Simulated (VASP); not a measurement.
Input:

```cif
data_FeNi3
_chemical_formula_sum 'Fe1 Ni3'
_space_group_name_H-M_alt 'P 1'
_space_group_IT_number 1
_cell_length_a 3.62555
_cell_length_b 3.62555
_cell_length_c 3.62555
_cell_angle_alpha 90.000
_cell_angle_beta 90.000
_cell_angle_gamma 90.000
loop_
_space_group_symop_operation_xyz
  'x, y, z'
loop_
_atom_site_label
_atom_site_type_symbol
_atom_site_fract_x
_atom_site_fract_y
_atom_site_fract_z
_atom_site_occupancy
Fe1 Fe 0.00000 0.00000 0.00000 1
Ni1 Ni 0.00000 0.50000 0.50000 1
Ni2 Ni 0.50000 0.00000 0.50000 1
Ni3 Ni 0.50000 0.50000 0.00000 1
```
Starting moments (μB, in the order of the record's atoms Fe Ni Ni Ni): 2.9 0.6 0.6 0.6.

Calculation: vdW-DF2, VASP's PBE PAW potentials (set 64) (plane waves; VASP 6.6.1). Settings: 520 eV cut-off, 9×9×9 Γ-centred mesh, first-order Methfessel-Paxton smearing of 0.10 eV, potentials Fe Ni.

Question: Give the energy at these volumes per atom, relative to the lowest: 11.23, 11.59, 11.95, 12.31, 12.67 Å³.

Answer: 20.9, 4.3, 0.0, 5.7, 19.5 meV/atom. A third-order Birch-Murnaghan fit gives B0 = 151 GPa and B0′ = 5.9.

The compound is Ni3Fe in the L1_2 structure. It was relaxed first, which changed the volume by +7 %.
